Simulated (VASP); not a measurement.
```
NiSi2
1.0
    0.00000     2.60670     2.60670
    2.60670     0.00000     2.60670
    2.60670     2.60670     0.00000
Si Ni
2 1
Cartesian
  1.30335   1.30335   1.30335
  3.91006   3.91006   3.91006
  0.00000   0.00000   0.00000
```

Calculation: PBEsol GGA, VASP's PBE PAW potentials (set 64) (plane waves; VASP 6.6.1). Numerical set-up: 500 eV cut-off, 10×10×10 Γ-centred mesh, first-order Methfessel-Paxton smearing of 0.10 eV, potentials Si Ni.

Energy and stress use the plane-wave basis of the starting cell.

Task: The ions, cell shape and volume at an external pressure of 30.0 GPa are relaxed. What does this cell relax into?

Result: 
```
NiSi2
1.0
    0.00000     2.57471     2.57471
    2.57471     0.00000     2.57471
    2.57471     2.57471     0.00000
Si Ni
2 1
Direct
  0.25000   0.25000   0.25000
  0.75000   0.75000   0.75000
  0.00000   0.00000   0.00000
```
Space group Fm-3m (225), at a tolerance of 0.03 Å.

Task: How do energy and volume change from the first to the last step?

Result: The energy (σ→0) changes by +66.4 meV/atom and the volume by -3.6 %, in 4 ionic steps.

The compound is NiSi2 in the fluorite structure. This run relaxes it under an external pressure of 30 GPa. Symmetry was kept, so distortions that lower it aren't found. The run is not spin-polarised, so no magnetic state was tried.
